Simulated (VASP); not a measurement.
Consider the following.

```
CELL_PARAMETERS angstrom
      0.00000     2.45337     2.45337
      2.45337     0.00000     2.45337
      2.45337     2.45337     0.00000
ATOMIC_POSITIONS crystal
  Eu 0.00000 0.00000 0.00000
  O  0.50000 0.50000 0.50000
```

The numbers are results of AM05 GGA, VASP's PBE PAW potentials (set 64) (plane waves; VASP), not measurements. Settings: 520 eV cut-off, 10×10×10 Γ-centred mesh, tetrahedra with Blöchl corrections, potentials Eu_2 O.

The 4f electrons are frozen in the core of the lanthanide potential, so 4f levels, which can set the real gap, and their magnetism are missing.

Estimate the energy per atom (σ→0), band gap (on the k-mesh) with the smallest direct gap where there is one.

band gap (on the k-mesh): 2.54 eV
smallest direct gap (on the k-mesh): 2.54 eV
energy per atom (σ→0): -6776 meV/atom

Only differences to runs with the same potentials and settings are physical.

The compound is EuO in the rock salt structure. It was relaxed first, which changed the volume by -13 %.
